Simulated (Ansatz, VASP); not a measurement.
# KF (Carobbiite) in two plane-wave programs, part 2 of 2

One calculation is typed for both programs; each brings its own data sets. How far apart do they land? Of the first pair: The cell is taken from a series of runs on this material, whose earlier steps may have relaxed, scaled, displaced or heated it; both programs get it as it stands.

VASP 6.6.1 and Ansatz 0.2.0.

So far: Starting point; VASP: relaxation of cell and atoms, LDA; Ansatz: relaxation of cell and atoms, LDA; Comparison.

### Step 5. VASP: relaxation of cell and atoms, PBE

Level of this step: PBE; plane waves and PAW (K_sv, F) (VASP).

The relaxed volume is the usual yardstick between codes: in a stiff, nearly cubic crystal its relative difference is about their pressure difference at one cell divided by the bulk modulus.

File INCAR:

```
SYSTEM = KF
PREC = Accurate
ENCUT = 600
EDIFF = 1E-07
NELM = 120
ISMEAR = 0
SIGMA = 0.01
LREAL = .FALSE.
ALGO = Normal
GGA = PE
NBANDS = 14
LORBIT = 11
LWAVE = .FALSE.
LCHARG = .FALSE.
ISIF = 3
IBRION = 2
NSW = 80
EDIFFG = -0.005
LASPH = .TRUE.
GGA_COMPAT = .FALSE.
NELMIN = 4
EFERMI = MIDGAP
```

File POSCAR:

```
KF
1.0
    0.0000000000      2.7128646354      2.7128646354
    2.7128646354      0.0000000000      2.7128646354
    2.7128646354      2.7128646354      0.0000000000
K F
1 1
Direct
    0.0000000000      0.0000000000      0.0000000000
    0.5000000000      0.5000000000      0.5000000000
```

File KPOINTS:

```
Automatic mesh
0
Gamma
8 8 8
0 0 0
```

Potentials, in the order of the species: K_sv and F (PBE family, release 64).

Command:

```console
> mpirun -np 1 vasp_std
```

Numbers of over 12 decimals in the logs are rounded to 6 here.

What it wrote:

```text
[banner, memory and clock lines left out]
running    1 mpi-ranks, on    1 nodes
[...]
LDA part: xc-table for (Slater+PW92), standard interpolation
 POSCAR, INCAR and KPOINTS ok, starting setup
[...]
entering main loop
       N       E                     dE             d eps       ncg     rms          rms(c)
DAV:   1     0.116217019612E+03    0.11622E+03   -0.89138E+03   812   0.122E+03
DAV:   2    -0.451183202444E+01   -0.12073E+03   -0.11137E+03  1010   0.308E+02
DAV:   3    -0.940961919021E+01   -0.48978E+01   -0.48764E+01  1056   0.556E+01
DAV:   4    -0.957605313555E+01   -0.16643E+00   -0.16640E+00  1070   0.905E+00
[...]
DAV:  12    -0.830122277690E+01    0.62788E-05   -0.28931E-05  1010   0.457E-02    0.500E-03
DAV:  13    -0.830122296369E+01   -0.18680E-06   -0.43714E-06   854   0.183E-02    0.257E-03
DAV:  14    -0.830122298062E+01   -0.16929E-07   -0.24516E-07   992   0.517E-03
   1 F= -.83012230E+01 E0= -.83012230E+01  d E =-.830122E+01
[...]
DAV:   8    -0.830125700671E+01    0.32364E-07   -0.16116E-09   418   0.409E-04
   2 F= -.83012570E+01 E0= -.83012570E+01  d E =-.340261E-04
 trial-energy change:   -0.000034  1 .order   -0.000034   -0.000047   -0.000022
 step:   1.8906(harm=  1.8906)  dis= 0.00000  next Energy=    -8.301267 (dE=-0.440E-04)
[...]
N       E                     dE             d eps       ncg     rms          rms(c)
DAV:   1    -0.830168211966E+01   -0.42508E-03   -0.78039E-03   992   0.889E-01    0.156E-01
DAV:   2    -0.830131075052E+01    0.37137E-03   -0.14291E-03   932   0.336E-01    0.409E-02
DAV:   3    -0.830126824946E+01    0.42501E-04   -0.75968E-05  1194   0.827E-02    0.263E-02
DAV:   4    -0.830126278313E+01    0.54663E-05   -0.23511E-05  1506   0.349E-02    0.213E-02
DAV:   5    -0.830126594590E+01   -0.31628E-05   -0.20423E-06  1296   0.749E-03    0.292E-03
DAV:   6    -0.830126669921E+01   -0.75331E-06   -0.38617E-07  1452   0.428E-03    0.782E-04
DAV:   7    -0.830126696147E+01   -0.26226E-06   -0.13438E-08   508   0.111E-03    0.932E-05
DAV:   8    -0.830126693241E+01    0.29061E-07   -0.14277E-09   412   0.380E-04
   3 F= -.83012669E+01 E0= -.83012669E+01  d E =-.439518E-04
[...]
reached required accuracy - stopping structural energy minimisation
```

OUTCAR, selected parts (step 5):

```text
  Total       -0.0001282     -0.0001282     -0.0001282      0.0000000      0.0000000      0.0000000
  in kB       -0.0051626     -0.0051626     -0.0051626      0.0000000      0.0000000      0.0000000
  external PRESSURE =      -0.0051626 kB  Pullay stress =       0.0000000 kB

 POSITION                                       TOTAL-FORCE (eV/Angst)
 -----------------------------------------------------------------------------------
      0.00000      0.00000      0.00000        -0.000000      0.000000      0.000000
      2.70973      2.70973      2.70973         0.000000     -0.000000     -0.000000
 -----------------------------------------------------------------------------------
    total drift:                                0.000000     -0.000000      0.000000

  FREE ENERGIE OF THE ION-ELECTRON SYSTEM (eV)
  ---------------------------------------------------
  free  energy   TOTEN  =        -8.3012669324 eV

  energy  without entropy=       -8.3012669324  energy(sigma->0) =       -8.30126693

[... 2 parts as in an earlier step ...]

[... 2 further parts left out ...]
[key lines of the parts left out:]
E-fermi :   0.0606
```

### Step 6. Ansatz: relaxation of cell and atoms, PBE

Its own start cell and the same functional and mesh now go to Ansatz, which takes its cutoff from its data sets.

The two relaxations start from unlike cells of this crystal (the structure described is Ansatz's start), so only their ends are compared.

File input.yaml:

```yaml
crystal:
  lattice:
    - [0.0, 2.5810700582, 2.5810700582]
    - [2.5810700582, 0.0, 2.5810700582]
    - [2.5810700582, 2.5810700582, 0.0]
  atoms:
    - { symbol: K, position: [0.0, 0.0, 0.0] }
    - { symbol: F, position: [0.5, 0.5, 0.5] }
kpoints:
  mp_grid: { grid: [8, 8, 8] }
hamiltonian:
  xc: pbe
scf:
  occupations: { method: fixed }
output:
  forces: true
  stress: true
  eigenvalues: true
relax:
  adjacent_minimum: "off"
  f_tol: 0.001
  max_steps: 60
  cell: { stress_tol: 0.01 }
```

Command:

```console
> ansatz run input.yaml --threads 4 --pin off --max-ram 16384MiB --backend cpu --events-out ev --progress --plain --runs-dir out
```

What it wrote:

```text
[...]
Crystal: 2 atoms, lattice volume = 34.390 Å³
Basis set: ecut = 420 eV, 645 PW (Γ), exchange–correlation on 50×50×50 points (8 copies of the dense FFT grid, shifted against one another)
Bands: 12, of which v1, the nominal top of the filled ones, is band 8 counted from 1 (7 counted from 0)
Symmetry: 48 space group operations
[...]
k-points: 29 of 512
[...]
k-point 28: bands = [... 4 lower, -8.4346, 0.7994, 0.9989, 0.9989, 10.7605, 10.7605, 12.1241, 14.2028]
--- Relaxed structure (7 steps of the walk, 7 accepted, 3 SCFs on fresh bases) ---
[...]
cell:  # Å, volume = 39.8207 Å³
    - [0, 2.710355, 2.710355]
    - [2.710355, 0, 2.710355]
    - [2.710355, 2.710355, 0]
  atoms:
    - { symbol: K, position: [0, 0, 0] }
    - { symbol: F, position: [0.5, 0.5, 0.5] }
[key lines of the parts left out:]
SCF converged after 8 iterations
Free energy (F): -2348.802968 eV
Fermi energy:    1.172653 eV
P = ⅓ Tr σ = 0.0023 GPa (0.023 kbar)
```

### Step 7. Comparison

What differs besides the data sets and the points named for the pairs above, as far as they apply: fixed occupations in Ansatz, narrow Gaussian smearing in VASP. Total energies have different zeros and are not compared.

Compared:

```csv
quantity,Ansatz,VASP,difference
volume (Å³),39.82,39.79,+0.07 %
"edge a after relaxation, in the typed setting (Å)",3.833,3.832,+0.02 %
```

### Step 8. Summary of results

```yaml
difference_in_volume_relaxation_of_cell_and_atoms_lda: -0.38 %
difference_in_volume_relaxation_of_cell_and_atoms_pbe: 0.070 %
```

In words: The difference in volume is -0.38 % (relaxation of cell and atoms, LDA), within the 1.2 % picked in this series as the mark of a large difference, as far as the stopping tolerances let one tell. Such differences can come from data sets, numerical settings and the points named under the comparisons, not from the functional's error against experiment.

[Lines on the potential files, build, host, timing and source positions are cut from VASP's logs without a mark.]

[Logs are printed without paths, hosts, clocks, repeated set-up lines and the standing remarks that a program may print on its own settings, such as how far it seeks lower states.]

[Hosts, paths, dates, database ids (printed as entryN), source tags and the programs' standing remarks are cut or masked in the printed files.]
